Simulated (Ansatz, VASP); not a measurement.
Two plane-wave programs on PdI

The input INCAR:

```
SYSTEM = PdI
PREC = Accurate
ENCUT = 600
EDIFF = 1E-6
ISMEAR = -1
SIGMA = 0.1
LREAL = .False.
LASPH = .True.
NELM = 80
ALGO = Normal
ISIF = 3
LWAVE = .False.
LCHARG = .False.
GGA = CA
IBRION = 2
NSW = 60
EDIFFG = -0.005
```

KPOINTS

```
regular mesh
0
Gamma
  13 13 13
  0 0 0
```

Contents of POSCAR:

```
PdI
1.0
    0.0000000000      2.6731334285      2.6731334285
    2.6731334285      0.0000000000      2.6731334285
    2.6731334285      2.6731334285      0.0000000000
Pd I
1 1
Direct
    0.0000000000      0.0000000000      0.0000000000
    0.5000000000      0.5000000000      0.5000000000
```

Input for Ansatz:

```yaml
crystal:
  lattice:
    - [0.0, 2.6731334285, 2.6731334285]
    - [2.6731334285, 0.0, 2.6731334285]
    - [2.6731334285, 2.6731334285, 0.0]
  atoms:
    - { symbol: Pd, position: [0.0, 0.0, 0.0] }
    - { symbol: I, position: [0.5, 0.5, 0.5] }
kpoints:
  mp_grid: { grid: [13, 13, 13] }
scf:
  occupations: { method: fermi_dirac, width: 0.1 }
hamiltonian:
  xc: lda
  pseudopotentials: { kind: paw }
output:
  forces: true
  stress: true
  write_density: true
  write_potential: true
  elf: true
  volumetric_format: npy
relax:
  f_tol: 0.005
  max_steps: 40
  cell: {}
```

Alike in both runs: task relaxation of cell and atoms; functional LDA; k mesh 13 × 13 × 13; occupations fermi-dirac, width 0.1 eV; no spin polarisation.

|  | VASP | Ansatz |
| --- | --- | --- |
| version | VASP 6.6.1 | Ansatz 0.2.0 |
| potentials or method | VASP PAW LDA potentials, release 64 (Pd, I) | PAW with Ansatz's default frozen-core files, scalar-relativistic |
| plane-wave cutoff (eV) | 600 | 420 |
| valence electrons in the cell | 17 | 35 |

VASP gave:

```
relaxed volume (Å³/atom)                                     : 21.67
relaxed cell length with the largest relative difference (Å) : 3.943
energy change over the relaxation (meV/atom)                 : -118
```

**Question.** Which values does Ansatz return?

**Answer.** Relaxed volume (Å³/atom): 21.64; relaxed cell length with the largest relative difference (Å): 3.941; energy change over the relaxation (meV/atom): -117.

The two sets of potentials don't hold the same shells in valence.

Caveats: an odd number of electrons without spin polarisation forces a metal; a magnetic or distorted state may lie lower. Spin-orbit coupling is left out, which matters for the levels of I.
